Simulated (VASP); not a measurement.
Given:

```xyz
2
Lattice="1.3700 -2.3729 0.0000 1.3700 2.3729 0.0000 0.0000 0.0000 4.3900" Properties=species:S:1:pos:R:3 pbc="T T T"
Tc     1.3700     0.7910     1.0975
Tc     1.3700    -0.7910     3.2925
```

Level of theory: PBE GGA with D3 dispersion (zero damping), VASP's PBE PAW potentials (set 64) (plane waves; VASP). Settings: 520 eV cut-off, 14×14×8 Γ-centred mesh, first-order Methfessel-Paxton smearing of 0.10 eV, potentials Tc_pv.

Task: The ions, cell shape and volume are relaxed. Give the cell that the relaxation ends in.

Result: 
```xyz
2
Lattice="1.3635 -2.3616 0.0000 1.3635 2.3616 0.0000 0.0000 0.0000 4.3683" Properties=species:S:1:pos:R:3 pbc="T T T"
Tc     1.3635     0.7872     1.0921
Tc     1.3635    -0.7872     3.2762
```
Space group P6_3/mmc (194), at a tolerance of 0.03 Å.

Task: How do energy and volume change from the first to the last step?

Result: The energy (σ→0) changes by -3.0 meV/atom and the volume by -1.4 %, in 3 ionic steps.

The compound is Tc in the hcp structure. This run relaxes it. Symmetry was kept, so distortions that lower it aren't found.
